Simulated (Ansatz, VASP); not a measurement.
# P in two plane-wave programs

One calculation is typed for both programs; each brings its own data sets. How far apart do they land? The cell is taken from a series of runs on this material, whose earlier steps may have relaxed, scaled, displaced or heated it; both programs get it as it stands.

Program: Ansatz 0.2.0. Level of theory: plane waves, with VASP 6.6.1 beside it; relaxation of cell and atoms at PBE. Results are calculated unless marked as measured.

**1. The structure**

Symmetry: Cmce, No. 64, orthorhombic system. Conventional cell: a = 3.310 Å, b = 11.283 Å, c = 4.564 Å, α = 90.00°, β = 90.00°, γ = 90.00°. Nearest to P lie 3 P at 2.23 to 2.26 Å.

Coordinates:

```cif
data_structure
_symmetry_space_group_name_H-M 'P 1'
_symmetry_Int_Tables_number 1
_cell_length_a 5.8791
_cell_length_b 5.8791
_cell_length_c 4.5637
_cell_angle_alpha 90.000
_cell_angle_beta 90.000
_cell_angle_gamma 147.302
_cell_volume 85.21
loop_
_atom_site_label
_atom_site_type_symbol
_atom_site_fract_x
_atom_site_fract_y
_atom_site_fract_z
_atom_site_occupancy
P1 P 0.90594 0.09406 0.08653 1
P2 P 0.59406 0.40594 0.58653 1
P3 P 0.09406 0.90594 0.91347 1
P4 P 0.40594 0.59406 0.41347 1
```

**2. Ansatz: relaxation of cell and atoms, PBE**

Ansatz runs on its PAW soft_1 files.

The relaxed volume is the usual yardstick between codes: in a stiff, nearly cubic crystal its relative difference is about their pressure difference at one cell divided by the bulk modulus.

The input, input.yaml:

```yaml
crystal:
  lattice:
    - [1.6548994027, -5.6413245763, 0.0]
    - [1.6548994027, 5.6413245763, 0.0]
    - [0.0, 0.0, 4.563736362]
  atoms:
    - { symbol: P, position: [0.9059394486, 0.0940605514, 0.0865332679] }
    - { symbol: P, position: [0.5940605514, 0.4059394486, 0.5865332679] }
    - { symbol: P, position: [0.0940605514, 0.9059394486, 0.9134667321] }
    - { symbol: P, position: [0.4059394486, 0.5940605514, 0.4134667321] }
kpoints:
  mp_grid: { grid: [10, 10, 8] }
hamiltonian:
  xc: pbe
  pseudopotentials: { kind: paw, azcp: { folder: soft_1 } }
scf:
  occupations: { method: gaussian, width: 0.01 }
output:
  forces: true
  stress: true
  eigenvalues: true
  write_density: true
  write_potential: true
  elf: true
  volumetric_format: npy
relax:
  adjacent_minimum: "off"
  f_tol: 0.005
  max_steps: 80
  cell: { stress_tol: 0.05 }
```

On the command line:

```bash
$ ansatz run input.yaml --threads 4 --pin off --max-ram 8192MiB --backend cpu --events-out ev --progress --plain --runs-dir out
```

Numbers of over 12 decimals in the logs are rounded to 6 here.

Output:

```text
Engine: ansatz 0.2.0, x86_64-unknown-linux-gnu
Pseudopotentials: kind: paw
Pseudopotential: P, paw, valence charge 5, recommended cutoff 420 eV (normal), soft_1/P.paw.azcp
Functional definition: PBE
  parameter kappa = 0.804
  parameter beta = 0.066725
  exchange = pbe_x(kappa = kappa, mu = beta*pi^2/3)
  correlation = pbe_c(beta = beta)
Crystal: 4 atoms, lattice volume = 85.212 Å³
Basis set: ecut = 420 eV, 1701 PW (Γ), exchange–correlation on 80×80×64 points (8 copies of the dense FFT grid, shifted against one another)
Bands: 14, of which v1, the nominal top of the filled ones, is band 10 counted from 1 (9 counted from 0)
Symmetry: 8 space group operations
Space group: Cmce (ITA 64), of the structure as read, at distance tolerance 4.4e-5 Å
k-points: 155 of 800
Non-local potential: P, projectors of the file, l = 0: 2, l = 1: 2, l = 2: 1
PAW form: soft (Blöchl's): semilocal exchange-correlation on the pseudo side does not see the compensation charge
PAW one-centre angular grid: P, 110 points (default); XC on 64 Gauss nodes
Initial density: superposition of atomic densities (chi_scale 0.1, normalization cell)
Initial wavefunctions: pseudopotential atomic-orbital guess
Functional: x = pbe(κ = 0.804, μ = 0.219515), c = pbe(β = 0.066725)
SCF iter   1: F=—  HF=-3022.859728 eV  |F-HF|=—  |Δ(HF+E_count)|=         —  Δρ=3.72e-2  dr2=8.03e-1  ethr=3.10e-3  ⟨swp⟩=8.3  Hψ=17566  notcnv=0
preconditioner: auto → none  [insulator: Δε(μ)=0.245 eV  Ē_g=8.855 eV  σ=0.010 eV  W_gap=1.00  n_scr=12 (ndim 8)  ℏωp=18.0 eV  f_vac=0.000  D(μ)=0.00/eV (n_scr^D=0)  ε∞_Penn≈5.1]
SCF iter   2: F=—  HF=-3022.720337 eV  |F-HF|=—  |Δ(HF+E_count)|=   1.39e-1  Δρ=1.74e-2  dr2=1.60e-1  ethr=3.10e-3  ⟨swp⟩=1.0  Hψ=3423  notcnv=0
SCF iter   3: F=—  HF=-3022.694735 eV  |F-HF|=—  |Δ(HF+E_count)|=   2.56e-2  Δρ=1.30e-3  dr2=3.04e-3  ethr=7.98e-4  ⟨swp⟩=2.9  Hψ=3752  notcnv=0
SCF iter   4: F=—  HF=-3022.694549 eV  |F-HF|=—  |Δ(HF+E_count)|=   1.86e-4  Δρ=6.57e-4  dr2=1.42e-3  ethr=1.52e-5  ⟨swp⟩=4.0  Hψ=5783  notcnv=0
SCF iter   5: F=—  HF=-3022.694226 eV  |F-HF|=—  |Δ(HF+E_count)|=   3.23e-4  Δρ=2.70e-4  dr2=2.19e-4  ethr=7.10e-6  ⟨swp⟩=2.4  Hψ=3292  notcnv=0
SCF iter   6: F=—  HF=-3022.694175 eV  |F-HF|=—  |Δ(HF+E_count)|=   5.16e-5  Δρ=6.12e-5  dr2=1.15e-5  ethr=1.10e-6  ⟨swp⟩=2.1  Hψ=3210  notcnv=0
SCF iter   7: F=—  HF=-3022.694173 eV  |F-HF|=—  |Δ(HF+E_count)|=   2.27e-6  Δρ=9.15e-6  dr2=2.28e-7  ethr=5.77e-8  ⟨swp⟩=2.3  Hψ=3459  notcnv=0
SCF iter   8: F=-3022.694173 eV  HF=-3022.694173 eV  |F-HF|=5.07e-10  |Δ(HF+E_count)|=   3.27e-9  Δρ=1.42e-6  dr2=1.77e-9  ethr=5.00e-10  ⟨swp⟩=13.1  Hψ=20119  notcnv=0
SCF 1 converged in 8 iterations: F = -3022.694173 eV  dr2 = 1.77e-9
  greatest PAW one-centre occupation: 0.807 electrons in one spin orbital (limit 2), on the P atom at site 2 (counted from 0), in its partial waves of l = 0
relax step   1: F+E_penalty+E_count = -3022.69417256 eV  Δ(F+E_penalty+E_count) = +0.000e0 eV  max|allowed force component| = 4.513e-3 eV/Å  Δτ_max = 0.0000 Å  P = +0.016 GPa  Ω = 85.212 Å³  (8 SCF iters, dr2 threshold 1.00e-7 eV, accepted)
Initial density: handed on by an earlier stage of this run
Initial wavefunctions: pseudopotential atomic-orbital guess (no wavefunctions were taken with the density)
iter 1 solved again at ethr=1.21e-6 eV; its pass at ethr=3.10e-3 eV (dr2=2.42e-4 eV) is discarded
SCF iter   1: F=—  HF=-3022.694171 eV  |F-HF|=—  |Δ(HF+E_count)|=         —  Δρ=2.88e-6  dr2=5.69e-9  ethr=1.21e-6  ⟨swp⟩=3.6  Hψ=25157  notcnv=0
eigensolver tolerance schedule: the retry pair's looser diagonalisation over-reported the residual by 42491.04 of it (diagonalisation noise at an unbounded share of the residual, at the tolerance the schedule requests for it); recorded, not acted on — ethr = c·dr2/N_el stays at c = 1.0e-1
preconditioner: auto → none  [insulator: Δε(μ)=0.128 eV  Ē_g=8.792 eV  σ=0.010 eV  W_gap=1.00  n_scr=12 (ndim 8)  ℏωp=18.0 eV  f_vac=0.000  D(μ)=0.00/eV (n_scr^D=0)  ε∞_Penn≈5.2]
SCF iter   2: F=—  HF=-3022.694173 eV  |F-HF|=—  |Δ(HF+E_count)|=   1.13e-6  Δρ=1.83e-6  dr2=8.02e-9  ethr=2.84e-11  ⟨swp⟩=4.9  Hψ=6849  notcnv=0
SCF iter   3: F=—  HF=-3022.694173 eV  |F-HF|=—  |Δ(HF+E_count)|=   2.04e-9  Δρ=9.97e-7  dr2=9.42e-10  ethr=2.84e-11  ⟨swp⟩=2.1  Hψ=3186  notcnv=0
SCF iter   4: F=—  HF=-3022.694173 eV  |F-HF|=—  |Δ(HF+E_count)|=  1.51e-10  Δρ=3.21e-7  dr2=1.03e-10  ethr=4.71e-12  ⟨swp⟩=2.6  Hψ=3398  notcnv=0
iter 5 did not close the SCF: its close was put off for the readings that it lacked (scf_convergence_deferred on its scf_iter line)
SCF iter   5: F=-3022.694173 eV  HF=-3022.694173 eV  |F-HF|=1.82e-12  |Δ(HF+E_count)|=  1.23e-11  Δρ=6.12e-8  dr2=3.50e-12  ethr=1.00e-12  ⟨swp⟩=2.4  Hψ=3254  notcnv=0
SCF iter   6: F=-3022.694173 eV  HF=-3022.694173 eV  |F-HF|=0.00e0  |Δ(HF+E_count)|=  9.09e-13  Δρ=1.00e-8  dr2=4.10e-14  ethr=1.00e-12  ⟨swp⟩=6.5  Hψ=12817  notcnv=0
SCF 2 converged in 6 iterations: F = -3022.694173 eV  dr2 = 4.10e-14
  greatest PAW one-centre occupation: 0.807 electrons in one spin orbital (limit 2), on the P atom at site 3 (counted from 0), in its partial waves of l = 0
relax step   2: F+E_penalty+E_count = -3022.69417256 eV  Δ(F+E_penalty+E_count) = -3.060e-10 eV  max|allowed force component| = 4.514e-3 eV/Å  Δτ_max = 0.0000 Å  P = +0.016 GPa  Ω = 85.212 Å³  stress off target by 2.24e-2 GPa  SCF on the basis re-selected at this cell (its energy is not comparable with the rows above)  (6 SCF iters)
basis re-selected at this cell: Δ(F+E_penalty+E_count) = -3.060e-10 eV, ΔP = -0.000 GPa vs the last step (what re-selecting the basis moved, of the pressure what is left beyond the Pulay correction that the steps carried, after the strain that the cell walked since its last selection, with what the two solves' SCF thresholds leave and, on support functions, any second-order correction that the steps lacked; it is no  [...]
SCF converged after 6 iterations
Free energy (F): -3022.694173 eV
Harris-Foulkes:  -3022.694173 eV  (|F-HF|=0.00e0)
Internal energy: -3022.694173 eV  (E = F + TS)
E sigma→0 (E₀):  -3022.694173 eV
Fermi energy:    6.325008 eV
--- Per-component energies (eV) ---
  E_band       = -7.275161
  E_kinetic    = 271.753555
  E_local      = -354.642565  (includes V_loc(G=0)·N_el)
  E_nonlocal   = 130.077968
  E_hartree    = 108.943376
  E_xc         = -289.759357
  E_vxc        = -241.606342  (∫ρ·V_xc dr)
  E_paw        = -2232.559767  (= ΣΔE_a)
  E_vpaw       = -30.744527  (= ΣTr[D̂ρ^β])
  E_aug_tail   = -0.000001  (compensation charges beyond the density's cutoff)
  E_ewald      = -656.507382
  E_smearing   = -0.000000  (= −TS)
  E_closure    = 0.000000  (closes the sum)
  Σ components = -3022.694173   (vs F -3022.694173, Δ=0.00e0)
--- Forces (eV/Å), atoms counted from 1 ---
  atom   1  P      0.00000000    -0.00066540    -0.00451399
  atom   2  P      0.00000000     0.00066540    -0.00451399
  atom   3  P      0.00000000     0.00066540     0.00451399
  atom   4  P      0.00000000    -0.00066540     0.00451399
  max |Σ_I F_I| component: 8.67e-19 eV/Å
--- Stress (GPa, compression-positive) ---
        0.012968       0.000000       0.000000
        0.000000       0.014119       0.000000
        0.000000       0.000000       0.022368
  P = ⅓ Tr σ = 0.0165 GPa (0.165 kbar)
--- Band table (eV; the first three rows and the last of 155) ---
  k-point 0: bands = [... 6 lower, 2.4543, 3.6439, 3.9533, 5.2671, 6.9867, 7.4631, 8.3310, 9.1479]
  k-point 1: bands = [... 6 lower, 2.5131, 3.9107, 4.1191, 4.7106, 7.4250, 7.6963, 8.1917, 9.0623]
  k-point 2: bands = [... 6 lower, 2.6826, 3.7753, 3.7889, 4.9707, 7.6899, 7.8219, 8.6649, 8.9327]
  k-point 154: bands = [... 6 lower, 3.4838, 3.4838, 4.4688, 4.4688, 7.7944, 7.7944, 8.8221, 8.8221]
--- Relaxed structure (1 steps of the walk, 1 accepted, 1 SCFs on fresh bases) ---
  F+E_penalty+E_count = -3022.69417256 eV   max|allowed force component| = 4.514e-3 eV/Å   (the final SCF, on the basis selected at the relaxed cell)
  cell:  # Å, volume = 85.2125 Å³
    - [1.6548994027, -5.6413245763, 0.0]
    - [1.6548994027, 5.6413245763, 0.0]
    - [0.0, 0.0, 4.563736362]
  atoms:
    - { symbol: P, position: [0.905939, 0.094061, 0.086533] }
    - { symbol: P, position: [0.5940605514, 0.4059394486, 0.586533] }
    - { symbol: P, position: [0.094061, 0.905939, 0.913467] }
    - { symbol: P, position: [0.4059394486, 0.5940605514, 0.413467] }
```

In the SCF lines HF is the Harris–Foulkes energy and dr2 the Hartree energy of the density residual, in eV; the loop may stop once dr2 is under the threshold and the program's other checks hold. Hψ counts applications of the Hamiltonian.

**3. VASP: relaxation of cell and atoms, PBE**

The same cell, functional, mesh and smearing now go to VASP, with its own data sets.

Lines of VASP's logs that name or quote its potential files are left out, and so is its time.

The input, INCAR:

```
SYSTEM = P
PREC = Accurate
ENCUT = 500
EDIFF = 1E-07
NELM = 120
ISMEAR = 0
SIGMA = 0.01
LREAL = .FALSE.
ALGO = Normal
GGA = PE
NBANDS = 16
LORBIT = 11
LWAVE = .FALSE.
LCHARG = .FALSE.
ISIF = 3
IBRION = 2
NSW = 80
EDIFFG = -0.005
LASPH = .TRUE.
GGA_COMPAT = .FALSE.
NELMIN = 4
EFERMI = MIDGAP
KPAR = 2
```

The input, POSCAR:

```
P
1.0
    1.6548990000     -5.6413250000      0.0000000000
    1.6548990000      5.6413250000      0.0000000000
    0.0000000000      0.0000000000      4.5637360000
P
4
Direct
    0.9059393848      0.0940606152      0.0865332701
    0.5940605266      0.4059394734      0.5865332701
    0.0940606152      0.9059393848      0.9134667299
    0.4059394734      0.5940605266      0.4134667299
```

The input, KPOINTS:

```
Automatic mesh
0
Gamma
10 10 8
0 0 0
```

Potentials, in the order of the species: P (PBE family, release 64).

On the command line:

```bash
$ mpirun -np 2 vasp_std
```

Output:

```text
[banner, memory and clock lines left out]
running    2 mpi-ranks, on    1 nodes
 distrk:  each k-point on    1 cores,    2 groups
 distr:  one band on    1 cores,    1 groups

 POSCAR found type information on POSCAR P
 POSCAR found :  1 types and       4 ions
 LDA part: xc-table for (Slater+PW92), standard interpolation
 POSCAR, INCAR and KPOINTS ok, starting setup
 FFT: planning ... GRIDC
 FFT: planning ... GRID_SOFT
 FFT: planning ... GRID
 WAVECAR not read
 entering main loop
       N       E                     dE             d eps       ncg     rms          rms(c)
DAV:   1     0.609000419740E+02    0.60900E+02   -0.80353E+03  4960   0.101E+03
DAV:   2    -0.179743183211E+02   -0.78874E+02   -0.76007E+02  6720   0.157E+02
DAV:   3    -0.216214595861E+02   -0.36471E+01   -0.36322E+01  6856   0.372E+01
DAV:   4    -0.216639865753E+02   -0.42527E-01   -0.42513E-01  6384   0.471E+00
DAV:   5    -0.216650131474E+02   -0.10266E-02   -0.10265E-02  6928   0.684E-01    0.998E+00
DAV:   6    -0.215540502133E+02    0.11096E+00   -0.65022E-02  5904   0.139E+00    0.592E+00
DAV:   7    -0.215080111643E+02    0.46039E-01   -0.11513E-01  6296   0.191E+00    0.269E-01
DAV:   8    -0.215082889502E+02   -0.27779E-03   -0.10307E-02  5928   0.626E-01    0.139E-01
DAV:   9    -0.215084006407E+02   -0.11169E-03   -0.40161E-04  6960   0.131E-01    0.784E-02
DAV:  10    -0.215084475838E+02   -0.46943E-04   -0.66253E-05  6160   0.471E-02    0.313E-02
DAV:  11    -0.215084611519E+02   -0.13568E-04   -0.17873E-05  6176   0.306E-02    0.987E-03
DAV:  12    -0.215084619445E+02   -0.79269E-06   -0.94721E-07  6568   0.624E-03    0.311E-03
DAV:  13    -0.215084617886E+02    0.15591E-06   -0.10945E-07  4352   0.206E-03    0.946E-04
DAV:  14    -0.215084618009E+02   -0.12247E-07   -0.76385E-09  3320   0.683E-04
   1 F= -.21508462E+02 E0= -.21508462E+02  d E =-.215085E+02
[...]
2 F= -.21508654E+02 E0= -.21508654E+02  d E =-.191962E-03
[...]
3 F= -.21508882E+02 E0= -.21508882E+02  d E =-.420647E-03
[...]
4 F= -.21508882E+02 E0= -.21508882E+02  d E =-.420599E-03
 curvature:  -0.29 expect dE=-0.338E-05 dE for cont linesearch -0.234E-07
 ZBRENT: accuracy reached
 trial: gam= 0.00066 g(F)=  0.750E-05 g(S)=  0.433E-05 ort = 0.109E-04 (trialstep = 0.913E+00)
 search vector abs. value=  0.118E-04
 bond charge predicted
       N       E                     dE             d eps       ncg     rms          rms(c)
DAV:   1    -0.215088878755E+02   -0.54259E-05   -0.37709E-04  5416   0.109E-01    0.189E-02
DAV:   2    -0.215088882121E+02   -0.33658E-06   -0.32045E-05  6976   0.337E-02    0.638E-03
DAV:   3    -0.215088869902E+02    0.12218E-05   -0.14227E-06  6600   0.778E-03    0.334E-03
DAV:   4    -0.215088865339E+02    0.45636E-06   -0.94545E-07  6840   0.566E-03    0.701E-04
DAV:   5    -0.215088865014E+02    0.32467E-07   -0.12325E-07  3016   0.225E-03
   5 F= -.21508887E+02 E0= -.21508887E+02  d E =-.410107E-05
 trial-energy change:   -0.000004  1 .order   -0.000004   -0.000011    0.000003
 step:   0.7393(harm=  0.7393)  dis= 0.00022  next Energy=   -21.508887 (dE=-0.438E-05)
 reached required accuracy - stopping structural energy minimisation
```

From OUTCAR (step 3):

```text
ion  position               nearest neighbor table
   1  0.906  0.094  0.087-   4 2.23   4 2.23   3 2.26
   2  0.594  0.406  0.587-   3 2.23   3 2.23   4 2.26
   3  0.094  0.906  0.913-   2 2.23   2 2.23   1 2.26
   4  0.406  0.594  0.413-   1 2.23   1 2.23   2 2.26

  LATTYP: Found a base centered orthorhombic cell.
 ALAT       =     3.3097980000
 B/A-ratio  =     3.4088636225
 C/A-ratio  =     1.3788563532

 Subroutine GETGRP returns: Found  8 space group operations
 (whereof  4 operations were pure point group operations)

The static configuration has the point symmetry C_2h.
 The point group associated with its full space group is D_2h.

 Found    155 irreducible k-points:

   k-points           NKPTS =    155   k-points in BZ     NKDIM =    155   number of bands    NBANDS=     16

   dimension x,y,z NGX =    48 NGY =   48 NGZ =   36
   dimension x,y,z NGXF=    96 NGYF=   96 NGZF=   72

   ENCUT  =  500.0 eV  36.75 Ry    6.06 a.u.  10.72 10.72  8.32*2*pi/ulx,y,z

   NELECT =      20.0000    total number of electrons

 k-points in reciprocal lattice and weights: Automatic mesh
   0.00000000  0.00000000  0.00000000       0.001
   0.10000000  0.00000000  0.00000000       0.005
   0.20000000  0.00000000  0.00000000       0.005
   0.30000000  0.00000000  0.00000000       0.005
   0.40000000 -0.00000000  0.00000000       0.005
   0.50000000  0.00000000  0.00000000       0.003
   0.10000000  0.10000000  0.00000000       0.003
   0.20000000  0.10000000  0.00000000       0.005
   0.30000000  0.10000000  0.00000000       0.005
[...]
-0.40000000  0.40000000  0.50000000       0.003
   0.50000000  0.50000000  0.50000000       0.001

 average (electrostatic) potential at core
       1 -84.1026       2 -84.1026       3 -84.1026       4 -84.1026

 E-fermi :   5.4369

 k-point     1 :       0.0000    0.0000    0.0000
  band No.  band energies     occupation
    ...
      6       0.6027      2.00000
      7       1.5570      2.00000
      8       2.7496      2.00000
      9       3.0663      2.00000
     10       4.3670      2.00000
     11       6.1113      0.00000
     12       6.5852      0.00000
     13       7.4714      0.00000
     14       8.2719      0.00000
     15      10.8009      0.00000
    ...

 k-point     2 :       0.1000    0.0000    0.0000
  band No.  band energies     occupation
    ...
      6       0.6967      2.00000
      7       0.9206      2.00000
      8       2.4895      2.00000
      9       2.8111      2.00000
     10       4.4196      2.00000
     11       6.2301      0.00000
     12       7.5345      0.00000
     13       7.6724      0.00000
     14       8.3836      0.00000
     15      10.1321      0.00000
    ...

 k-point     3 :       0.2000    0.0000    0.0000
  band No.  band energies     occupation
    ...
      6      -0.0482      2.00000
      7       0.9657      2.00000
      8       1.9537      2.00000
      9       2.9386      2.00000
     10       4.4024      2.00000
     11       6.4129      0.00000
     12       6.7715      0.00000
     13       8.7205      0.00000
     14       8.8863      0.00000
     15       9.4890      0.00000
    ...

  Total       -0.0037174      0.0133387     -0.0022213      0.0000000      0.0000000      0.0000000
  in kB       -0.0701178      0.2515962     -0.0418981      0.0000000      0.0000000      0.0000000
  external PRESSURE =       0.0465267 kB  Pullay stress =       0.0000000 kB

  energy-cutoff  :      500.00
  volume of cell :       84.94
      direct lattice vectors                 reciprocal lattice vectors
     1.653358477 -5.634538178  0.000000000     0.302414756 -0.088738417 -0.000000000
     1.653358477  5.634538178 -0.000000000     0.302414756  0.088738417  0.000000000
     0.000000000 -0.000000000  4.558933403     0.000000000  0.000000000  0.219349552

 POSITION                                       TOTAL-FORCE (eV/Angst)
 -----------------------------------------------------------------------------------
      1.65336     -4.57590      0.39530         0.000000     -0.000594      0.003268
      1.65336     -1.05863      2.67476        -0.000000      0.000594      0.003268
      1.65336      4.57590      4.16364        -0.000000      0.000594     -0.003268
      1.65336      1.05863      1.88417         0.000000     -0.000594     -0.003268
 -----------------------------------------------------------------------------------
    total drift:                                0.000000      0.000537     -0.000120

  FREE ENERGIE OF THE ION-ELECTRON SYSTEM (eV)
  ---------------------------------------------------
  free  energy   TOTEN  =       -21.5088865014 eV

  energy  without entropy=      -21.5088865014  energy(sigma->0) =      -21.50888650

 reached required accuracy - stopping structural energy minimisation

 total charge
# of ion       s       p       d       tot
------------------------------------------
    1        1.081   1.376   0.000   2.457
    2        1.081   1.376   0.000   2.457
    3        1.081   1.376   0.000   2.457
    4        1.081   1.376   0.000   2.457
--------------------------------------------------
tot          4.326   5.504   0.000   9.829

[... 3 further parts left out ...]
```

CONTCAR:

```
P
   1.00000000000000
     1.6533584767625038   -5.6345381775093628    0.0000000000000000
     1.6533584767625038    5.6345381775093628   -0.0000000000000000
     0.0000000000000000   -0.0000000000000000    4.5589334031024391
  P
     4
Direct
     0.9060585327587765    0.0939414672412236    0.0867080075752704
     0.5939413786412269    0.4060586213587731    0.5867080075752703
     0.0939414672412236    0.9060585327587765    0.9132919924247297
     0.4060586213587731    0.5939413786412269    0.4132919924247296
```

The run keeps the 8 symmetry operations of its start, so it cannot find a distortion of lower symmetry.

**4. Side by side**

Known differences besides the potentials themselves: the cutoff is 420 eV in Ansatz and 500 eV in VASP; Ansatz adds a Pulay correction to the stress that steers its cell, VASP none. Total energies have different zeros and are not compared.

Both answers:

| quantity | Ansatz | VASP | difference |
| --- | --- | --- | --- |
| volume (Å³) | 85.21 | 84.94 | +0.32 % |
| edge a after relaxation, in the typed setting (Å) | 5.879 | 5.872 | +0.12 % |
| edge c after relaxation, in the typed setting (Å) | 4.564 | 4.559 | +0.11 % |

**5. Results**

| Property | Result |
| --- | --- |
| difference in volume (relaxation of cell and atoms, PBE) | 0.32 % |

The difference in volume is 0.32 % (relaxation of cell and atoms, PBE), within the 1.2 % picked in this series as the mark of a large difference, as far as the stopping tolerances let one tell. Such differences can come from data sets, numerical settings and the points named under the comparisons, not from the functional's error against experiment.

[Lines on the potential files, build, host, timing and source positions are cut from VASP's logs without a mark.]

[Logs are printed without paths, hosts, clocks, repeated set-up lines and the standing remarks that a program may print on its own settings, such as how far it seeks lower states.]

[Hosts, paths, dates, database ids (printed as entryN), source tags and the programs' standing remarks are cut or masked in the printed files.]
